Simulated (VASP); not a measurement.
Level of theory: PBEsol GGA, VASP's PBE PAW potentials (set 64) (plane waves; VASP).

VASP input:

### POSCAR
```
V
1.0
 -1.4374266547   1.4374266547   1.4374266547
  1.4374266547  -1.4374266547   1.4374266547
  1.4374266547   1.4374266547  -1.4374266547
V
1
Cart
  0.0000000000   0.0000000000   0.0000000000
```

**KPOINTS**
```
Automatic mesh
0
Gamma
18 18 18
0 0 0
```

**INCAR**
```
EDIFFG = -0.02   # ionic stop
NSW = 40   # most ionic steps
LASPH = T   # aspherical one-centre terms
PSTRESS = 300
GGA = PS   # PBEsol
EDIFF = 1E-6   # SCF stop (eV)
SIGMA = 0.1
LCHARG = F
PREC = Accurate
ISMEAR = 1   # Methfessel-Paxton
ISIF = 3
LREAL = F
LMAXMIX = 4   # l cut-off of mixed one-centre charges
ENCUT = 500
SYSTEM = V
LWAVE = F
ALGO = Normal
IBRION = 2   # conjugate gradients
NELM = 100   # most electronic steps
```

POTCAR, in this order: V_sv (PBE.64 set). Program: vasp_std.

What VASP printed:

### OSZICAR
```
       N       E                     dE             d eps       ncg     rms          rms(c)
DAV:   1     0.814909802183E+02    0.81491E+02   -0.72024E+03  3908   0.141E+03
DAV:   2    -0.958314141832E+01   -0.91074E+02   -0.89143E+02  4016   0.364E+02
DAV:   3    -0.108880025129E+02   -0.13049E+01   -0.12952E+01  4050   0.520E+01
DAV:   4    -0.108951448573E+02   -0.71423E-02   -0.71418E-02  3938   0.410E+00
DAV:   5    -0.108952324222E+02   -0.87565E-04   -0.87565E-04  4048   0.437E-01    0.232E+01
DAV:   6    -0.960995924421E+01    0.12853E+01   -0.45876E+00  3922   0.335E+01    0.381E+00
DAV:   7    -0.958020870180E+01    0.29751E-01   -0.47703E-02  3946   0.272E+00    0.143E+00
DAV:   8    -0.957143052134E+01    0.87782E-02   -0.78489E-03  3914   0.162E+00    0.780E-02
DAV:   9    -0.957139118300E+01    0.39338E-04   -0.20099E-04  3932   0.252E-01    0.306E-02
DAV:  10    -0.957139886630E+01   -0.76833E-05   -0.54228E-06  3904   0.308E-02    0.251E-03
DAV:  11    -0.957139880988E+01    0.56422E-07   -0.45736E-07  1962   0.105E-02
   1 F= -.73469227E+01 E0= -.73468953E+01  d E =-.734692E+01
       N       E                     dE             d eps       ncg     rms          rms(c)
DAV:   1    -0.115748924948E+02   -0.20035E+01   -0.51218E+01  3902   0.126E+02    0.222E+01
DAV:   2    -0.936498083434E+01    0.22099E+01   -0.71756E+00  3910   0.451E+01    0.335E+00
DAV:   3    -0.930143574874E+01    0.63545E-01   -0.17273E-01  3922   0.621E+00    0.311E+00
DAV:   4    -0.929151549825E+01    0.99203E-02   -0.21960E-02  3902   0.226E+00    0.185E-01
DAV:   5    -0.929171852082E+01   -0.20302E-03   -0.15430E-03  3948   0.576E-01    0.901E-02
DAV:   6    -0.929163237867E+01    0.86142E-04   -0.73076E-05  3910   0.128E-01    0.804E-03
DAV:   7    -0.929163194812E+01    0.43055E-06   -0.16336E-06  2970   0.188E-02
   2 F= -.72961923E+01 E0= -.72960203E+01  d E =0.507304E-01
       N       E                     dE             d eps       ncg     rms          rms(c)
DAV:   1    -0.106786238230E+02   -0.13870E+01   -0.26840E+01  3900   0.977E+01    0.131E+01
DAV:   2    -0.952830132489E+01    0.11503E+01   -0.47653E+00  3912   0.325E+01    0.173E+00
DAV:   3    -0.951586628023E+01    0.12435E-01   -0.17550E-02  3900   0.174E+00    0.117E+00
DAV:   4    -0.951153951364E+01    0.43268E-02   -0.11689E-02  3902   0.151E+00    0.119E-01
DAV:   5    -0.951154724530E+01   -0.77317E-05   -0.94043E-05  3942   0.144E-01    0.799E-02
DAV:   6    -0.951155085474E+01   -0.36094E-05   -0.56874E-06  3886   0.418E-02    0.196E-02
DAV:   7    -0.951154867884E+01    0.21759E-05   -0.54211E-07  1956   0.134E-02    0.143E-03
DAV:   8    -0.951154854329E+01    0.13554E-06   -0.19910E-08  1950   0.251E-03
   3 F= -.73595503E+01 E0= -.73594791E+01  d E =-.126276E-01
       N       E                     dE             d eps       ncg     rms          rms(c)
DAV:   1    -0.950984839730E+01    0.17003E-02   -0.34451E-03  3900   0.107E+00    0.160E-01
DAV:   2    -0.950969901835E+01    0.14938E-03   -0.57153E-04  3912   0.370E-01    0.242E-02
DAV:   3    -0.950969688676E+01    0.21316E-05   -0.44861E-06  3860   0.294E-02    0.185E-02
DAV:   4    -0.950969638486E+01    0.50190E-06   -0.14487E-06  3112   0.173E-02
   4 F= -.73595600E+01 E0= -.73594878E+01  d E =-.126373E-01
```

OUTCAR:
```
------------------------ aborting loop because EDIFF is reached ----------------------------------------
  FORCE on cell =-STRESS in cart. coord.  units (eV):
  Direction    XX          YY          ZZ          XY          YZ          ZX
  --------------------------------------------------------------------------------------
  Total        2.1452736      2.1452736      2.1452736     -0.0000000      0.0000000     -0.0000000
  in kB      299.3215190    299.3215190    299.3215190     -0.0000000      0.0000000     -0.0000000
  external PRESSURE =      -0.6784810 kB  Pullay stress =     300.0000000 kB
  volume of cell :       11.48
      direct lattice vectors                 reciprocal lattice vectors
    -1.421232440  1.421232440  1.421232440     0.000000000  0.351807337  0.351807337
     1.421232440 -1.421232440  1.421232440     0.351807337  0.000000000  0.351807337
     1.421232440  1.421232440 -1.421232440     0.351807337  0.351807337  0.000000000
 POSITION                                       TOTAL-FORCE (eV/Angst)
 -----------------------------------------------------------------------------------
      2.84246      0.00000      0.00000        -0.000000     -0.000000      0.000000
 -----------------------------------------------------------------------------------
    total drift:                                0.000000      0.000000      0.000000
  FREE ENERGIE OF THE ION-ELECTRON SYSTEM (eV)
  ---------------------------------------------------
  free  energy   TOTEN  =        -9.5096963849 eV

  energy  without entropy=       -9.5094795203  energy(sigma->0) =       -9.50962410
  enthalpy is  TOTEN    =        -7.3595600476 eV   P V=        2.1501363373

 reached required accuracy - stopping structural energy minimisation
```
(Selected blocks of OUTCAR.)

### CONTCAR
```
V
   1.00000000000000
    -1.4212324397056519    1.4212324397056519    1.4212324397056519
     1.4212324397056519   -1.4212324397056519    1.4212324397056519
     1.4212324397056519    1.4212324397056519   -1.4212324397056519
  V
     1
Direct
     0.0000000000000000    1.0000000000000000    1.0000000000000000
```

### OUTCAR
```
 val. band max:       11.6713964853   @ k =  -0.3889   0.4444   0.1667

 cond. band min:      11.6888938613   @ k =   0.1667   0.0556   0.0000


 Fermi energy:        11.6774329621

 k-point     1 :       0.0000    0.0000    0.0000
  band No.  band energies     occupation
      1     -51.6442      2.00000
      2     -24.7044      2.00000
      3     -24.7044      2.00000
      4     -24.7044      2.00000
      5       4.8134      2.00000
      6      12.1109     -0.00000
      7      12.1109     -0.00000
      8      12.1109     -0.00000
      9      14.5573      0.00000
     10      14.5573      0.00000

 k-point     2 :       0.0556    0.0000    0.0000
  band No.  band energies     occupation
      1     -51.6332      2.00000
      2     -24.7521      2.00000
      3     -24.7184      2.00000
      4     -24.7049      2.00000
      5       4.9594      2.00000
      6      12.0426     -0.00000
      7      12.0968     -0.00000
      8      12.2221     -0.00000
      9      14.4745      0.00000
     10      14.5612      0.00000

 k-point     3 :       0.1111    0.0000    0.0000
  band No.  band energies     occupation
      1     -51.6015      2.00000
      2     -24.8882      2.00000
      3     -24.7585      2.00000
      4     -24.7064      2.00000
      5       5.3814      2.00000
      6      11.8506     -0.03439
      7      12.0332     -0.00001
      8      12.5487     -0.00000
      9      14.2867      0.00000
     10      14.5759      0.00000

 k-point     4 :       0.1667    0.0000    0.0000
  band No.  band energies     occupation
      1     -51.5527      2.00000
      2     -25.0938      2.00000
      3     -24.8194      2.00000
      4     -24.7086      2.00000
      5       6.0275      2.00000
      6      11.5684      2.06425
      7      11.8826     -0.01347
      8      13.0699     -0.00000
      9      14.1344      0.00000
     10      14.6083      0.00000

 k-point     5 :       0.2222    0.0000    0.0000
...
```

Energy and stress use the plane-wave basis of the starting cell.

The compound is V in the bcc structure. This run relaxes it under an external pressure of 30 GPa. Symmetry was kept, so distortions that lower it aren't found. The run is not spin-polarised, so no magnetic state was tried.
